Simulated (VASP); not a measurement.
All values below come from PBEsol GGA, VASP's PBE PAW potentials (set 64) (plane waves; VASP).

A VASP calculation is set up with these files.

POSCAR:
```
Li
1.0
  2.7249142872   0.0000000000   0.0000000000
  0.0000000000   2.7249142872   0.0000000000
  0.0000000000   0.0000000000   2.7249142872
Li
1
direct
  0.0000000000   0.0000000000   0.0000000000
```

### INCAR
```
SYSTEM=Li
PREC=Accurate; ENCUT=520; LREAL=F
LASPH=T
EDIFF=1E-7; NELM=100; ALGO=Normal
ISMEAR=-5
GGA=PS
ISIF=2
LWAVE=F; LCHARG=T; LORBIT=11
NEDOS=601
```

File KPOINTS:
```
Automatic mesh
0
Gamma
15 15 15
0 0 0
```

POTCAR, in this order: Li_sv (PBE.64 set). Program: vasp_std.

Output of the run:

OSZICAR:
```
       N       E                     dE             d eps       ncg     rms          rms(c)
DAV:   1     0.537464775520E+00    0.53746E+00   -0.72666E+02  1230   0.421E+02
DAV:   2    -0.168978006466E+01   -0.22272E+01   -0.21685E+01  1685   0.580E+01
DAV:   3    -0.184763397606E+01   -0.15785E+00   -0.15701E+00  1535   0.953E+00
DAV:   4    -0.185074462217E+01   -0.31106E-02   -0.31146E-02  1580   0.144E+00
DAV:   5    -0.185080358684E+01   -0.58965E-04   -0.58958E-04  1555   0.130E-01    0.410E-01
DAV:   6    -0.184816348250E+01    0.26401E-02   -0.89186E-04  1660   0.207E-01    0.232E-01
DAV:   7    -0.184676331208E+01    0.14002E-02   -0.24324E-03  1625   0.357E-01    0.409E-02
DAV:   8    -0.184679479875E+01   -0.31487E-04   -0.39191E-04  1375   0.178E-01    0.498E-03
DAV:   9    -0.184679526130E+01   -0.46256E-06   -0.55699E-06  1685   0.259E-02    0.115E-03
DAV:  10    -0.184679527501E+01   -0.13706E-07   -0.27825E-07  1370   0.495E-03
   1 F= -.18467953E+01 E0= -.18467953E+01  d E =0.000000E+00
```

OUTCAR:
```
------------------------ aborting loop because EDIFF is reached ----------------------------------------
  FORCE on cell =-STRESS in cart. coord.  units (eV):
  Direction    XX          YY          ZZ          XY          YZ          ZX
  --------------------------------------------------------------------------------------
  Total       -0.0067627     -0.0067627     -0.0067627     -0.0000000      0.0000000     -0.0000000
  in kB       -0.5355131     -0.5355131     -0.5355131     -0.0000000      0.0000000     -0.0000000
  external PRESSURE =      -0.5355131 kB  Pullay stress =       0.0000000 kB
  volume of cell :       20.23
      direct lattice vectors                 reciprocal lattice vectors
     2.724914287  0.000000000  0.000000000     0.366984020  0.000000000  0.000000000
     0.000000000  2.724914287  0.000000000     0.000000000  0.366984020  0.000000000
     0.000000000  0.000000000  2.724914287     0.000000000  0.000000000  0.366984020
 POSITION                                       TOTAL-FORCE (eV/Angst)
 -----------------------------------------------------------------------------------
      0.00000      0.00000      0.00000         0.000000      0.000000      0.000000
 -----------------------------------------------------------------------------------
    total drift:                               -0.000000      0.000000      0.000000
  FREE ENERGIE OF THE ION-ELECTRON SYSTEM (eV)
  ---------------------------------------------------
  free  energy   TOTEN  =        -1.8467952750 eV

  energy  without entropy=       -1.8467952750  energy(sigma->0) =       -1.84679528

 total charge

# of ion       s       p       d       tot
------------------------------------------
    1        2.031   0.049   0.000   2.080
```
(Selected blocks of OUTCAR.)

For a metal the tetrahedron method with Blöchl corrections gives inexact stress and forces.

The structure was generated: Li was put into the simple-cubic type (Pm-3m), which need not be its known phase. It was relaxed first, which changed the volume by -15 %.
